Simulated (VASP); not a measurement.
Calculation: PBE GGA, VASP's PBE PAW potentials (set 64) (plane waves; VASP).

VASP input:

**POSCAR**
```
Nb
1
   -1.6500000000     1.6500000000     1.6500000000
    1.6500000000    -1.6500000000     1.6500000000
    1.6500000000     1.6500000000    -1.6500000000
Nb
1
Direct
  0.0000000000   0.0000000000   0.0000000000
```

### INCAR
```
SYSTEM = Nb
PREC = Accurate
ENCUT = 400
EDIFF = 1E-6
NELM = 100
ALGO = Normal
LREAL = .FALSE.
LASPH = .TRUE.
ISMEAR = -1
SIGMA = 0.2
GGA = PE
LMAXMIX = 4
LWAVE = .FALSE.
LCHARG = .FALSE.
ISIF = 2
```

File KPOINTS:
```
Automatic
0
gamma
 14 14 14
0 0 0
```

POTCAR, in this order: Nb_sv (PBE.64 set). Program: vasp_std.

The run wrote:

File OSZICAR:
```
       N       E                     dE             d eps       ncg     rms          rms(c)
DAV:   1     0.936563875978E+02    0.93656E+02   -0.66177E+03  2104   0.107E+03
DAV:   2    -0.674286070243E+01   -0.10040E+03   -0.98047E+02  2292   0.380E+02
DAV:   3    -0.105394481185E+02   -0.37966E+01   -0.36484E+01  3034   0.622E+01
DAV:   4    -0.107154347817E+02   -0.17599E+00   -0.17517E+00  2838   0.123E+01
DAV:   5    -0.107216174767E+02   -0.61827E-02   -0.61740E-02  3126   0.175E+00    0.740E+00
DAV:   6    -0.103442904140E+02    0.37733E+00   -0.74381E-01  3196   0.110E+01    0.261E+00
DAV:   7    -0.102991747730E+02    0.45116E-01   -0.23051E-01  3236   0.601E+00    0.929E-01
DAV:   8    -0.103035792327E+02   -0.44045E-02   -0.11181E-02  2384   0.159E+00    0.570E-02
DAV:   9    -0.103036067100E+02   -0.27477E-04   -0.80526E-04  3468   0.300E-01    0.384E-02
DAV:  10    -0.103036201477E+02   -0.13438E-04   -0.19878E-05  2432   0.659E-02    0.125E-02
DAV:  11    -0.103036118832E+02    0.82645E-05   -0.36198E-06  2374   0.336E-02    0.254E-03
DAV:  12    -0.103036118816E+02    0.15721E-08   -0.98287E-08  1216   0.500E-03
   1 F= -.10303612E+02 E0= -.10218620E+02  d E =-.169985E+00
```

OUTCAR:
```
------------------------ aborting loop because EDIFF is reached ----------------------------------------
  FORCE on cell =-STRESS in cart. coord.  units (eV):
  Direction    XX          YY          ZZ          XY          YZ          ZX
  --------------------------------------------------------------------------------------
  Total        0.1813054      0.1813054      0.1813054      0.0000000      0.0000000      0.0000000
  in kB       16.1662558     16.1662558     16.1662558      0.0000000      0.0000000      0.0000000
  external PRESSURE =      16.1662558 kB  Pullay stress =       0.0000000 kB
  volume of cell :       17.97
      direct lattice vectors                 reciprocal lattice vectors
    -1.650000000  1.650000000  1.650000000     0.000000000  0.303030303  0.303030303
     1.650000000 -1.650000000  1.650000000     0.303030303  0.000000000  0.303030303
     1.650000000  1.650000000 -1.650000000     0.303030303  0.303030303  0.000000000
 POSITION                                       TOTAL-FORCE (eV/Angst)
 -----------------------------------------------------------------------------------
      0.00000      0.00000      0.00000         0.000000     -0.000000     -0.000000
 -----------------------------------------------------------------------------------
    total drift:                                0.000000     -0.000000      0.000000
  FREE ENERGIE OF THE ION-ELECTRON SYSTEM (eV)
  ---------------------------------------------------
  free  energy   TOTEN  =       -10.3036118816 eV

  energy  without entropy=      -10.1336271871  energy(sigma->0) =      -10.21861953
```
(Selected blocks of OUTCAR.)

The compound is Nb in the bcc structure. The cell was not relaxed at this level. The run is one of a series of settings (ISMEAR = -1, SIGMA = 0.2 against the base run), some of them coarse on purpose.
